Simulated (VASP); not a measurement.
Input:

```
HgZnTe2
1.0
    2.20005     1.27020     7.19394
   -2.20005     1.27020     7.19394
    0.00000    -2.54040     7.19394
Zn Hg Te
1 1 2
Direct
  0.50119   0.50119   0.50119
  0.99804   0.99804   0.99804
  0.86984   0.86984   0.86984
  0.38090   0.38090   0.38090
```

Level of theory: LDA (Ceperley-Alder, Perdew-Zunger), VASP's LDA PAW potentials (set 64) (plane waves; VASP 6.6.1). Numerical set-up: 400 eV cut-off, Gaussian smearing of 0.050 eV, potentials Zn Hg Te.

Unless said otherwise, spin-orbit coupling is left out, though it shifts the bands of the heavy elements here.

Question: What does the run give for the band gap (along the path) with the smallest direct gap where there is one?

Answer: 
```json
{
 "band gap (along the path)": "none (metal, semimetal or under 0.01 eV)"
}
```

Only differences to runs with the same potentials and settings are physical.

The structure comes from a computed database's ZnHgTe2 entry (R3m); how it stands against other phases isn't given here. It was relaxed first, which changed the volume by -9 %.
